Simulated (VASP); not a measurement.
Method: PBE GGA, VASP's PBE PAW potentials (set 64) (plane waves; VASP).

A VASP calculation is set up with these files.

INCAR:
```
ALGO = Normal
EDIFF = 1E-6
ENCUT = 300
GGA = PE
ISIF = 2
ISMEAR = 0
LASPH = .TRUE.
LCHARG = .FALSE.
LMAXMIX = 4
LREAL = .FALSE.
LWAVE = .FALSE.
NELM = 100
PREC = Accurate
SIGMA = 0.05
SYSTEM = CuRu
```

KPOINTS:
```
Regular mesh
0
G
 3 3 3
```

### POSCAR
```
CuRu
1
    0.0000000000     2.7795770000     2.7795770000
    2.7795770000     0.0000000000     2.7795770000
    2.7795770000     2.7795770000     0.0000000000
Cu Ru
2 2
Direct
  0.7500000000   0.7500000000   0.7500000000
  0.5000000000   0.5000000000   0.5000000000
  0.0000000000   0.0000000000   0.0000000000
  0.2500000000   0.2500000000   0.2500000000
```

POTCAR, in this order: Cu Ru_pv (PBE.64 set). Program: vasp_std.

At this cut-off the stress carries a Pulay error, which pulls relaxed volumes low. Gaps are read on the run's mesh, which can miss a band edge.

Q: Predict the energy per atom (σ→0), pressure, band gap (on the k-mesh).

A: 
| Property | Result |
|---|---|
| energy per atom (σ→0) | -5.788 eV/atom |
| band gap (on the k-mesh) | none (metal, semimetal or under 0.01 eV) |
| pressure | 66.90 GPa |

**OSZICAR**
```
...
DAV:  10    -0.231549182996E+02    0.22026E-02   -0.22247E-02   364   0.188E+00    0.263E-01
DAV:  11    -0.231546868605E+02    0.23144E-03   -0.85925E-04   388   0.383E-01    0.196E-01
DAV:  12    -0.231543008865E+02    0.38597E-03   -0.80165E-04   352   0.817E-01    0.379E-02
DAV:  13    -0.231542944484E+02    0.64381E-05   -0.99202E-05   372   0.122E-01    0.126E-02
DAV:  14    -0.231542925945E+02    0.18539E-05   -0.11213E-06   152   0.178E-02    0.943E-03
DAV:  15    -0.231542909039E+02    0.16906E-05   -0.11262E-06   138   0.357E-02    0.135E-03
DAV:  16    -0.231542909808E+02   -0.76844E-07   -0.10798E-06   162   0.668E-03
   1 F= -.23154291E+02 E0= -.23150629E+02  d E =-.732434E-02
```

The structure was generated: CuRu was put into an ordered model structure, which need not be its known phase. The cell was not relaxed at this level. The k-mesh is coarse (spacing up to 0.65 per Å, 2π included), so the numbers may not be converged in it. The run is one of a series of settings (KPOINTS 3×3×3 Γ-centred mesh against the base run), some of them coarse on purpose.
